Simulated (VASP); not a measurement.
Here is the system:

```
AsB
1.0
    0.00000     2.39444     2.39444
    2.39444     0.00000     2.39444
    2.39444     2.39444     0.00000
B As
1 1
Direct
  0.25000   0.25000   0.25000
  0.00000   0.00000   0.00000
```

Computed with PBE0 hybrid, VASP's PBE PAW potentials (set 64) (plane waves; VASP). Run with 400 eV cut-off, 10×10×10 Γ-centred mesh, Gaussian smearing of 0.050 eV, potentials B As.

At this cut-off the stress carries a Pulay error, which pulls relaxed volumes low.

### Question
What does the run give for the energy per atom (σ→0), pressure?

### Answer

```yaml
energy per atom (σ→0): -7.086 eV/atom
pressure: -1.77 GPa
```

Total energies compare only between runs with the same potentials, cut-off and functional.

The structure comes from a computed database's BAs entry; how it stands against other phases isn't given here. The cell was not relaxed at this level.
